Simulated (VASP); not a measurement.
Data:

```
CELL_PARAMETERS angstrom
      4.93972     0.00000     0.00000
      0.00000     4.93972     0.00000
      0.00000     0.00000     3.39622
ATOMIC_POSITIONS crystal
  Pb 0.00000 0.00000 0.00000
  Pb 0.50000 0.50000 0.50000
  O  0.30730 0.30730 0.00000
  O  0.80730 0.19270 0.50000
  O  0.19270 0.80730 0.50000
  O  0.69270 0.69270 0.00000
```

These are LDA (Ceperley-Alder, Perdew-Zunger), VASP's LDA PAW potentials (set 64) (plane waves; VASP) values and carry that method's errors. Run with 520 eV cut-off, Gaussian smearing of 0.050 eV, potentials Pb_d O.

Unless said otherwise, spin-orbit coupling is left out, though it shifts the bands of the heavy elements here.

**Question.** Estimate the band gap (along the path) with the smallest direct gap where there is one.

**Answer.** 
The band gap (along the path) comes out as 0.04 eV. The smallest direct gap (along the path) is 0.08 eV.

Only differences to runs with the same potentials and settings are physical.

The compound is PbO2 in the rutile structure. It was relaxed first.
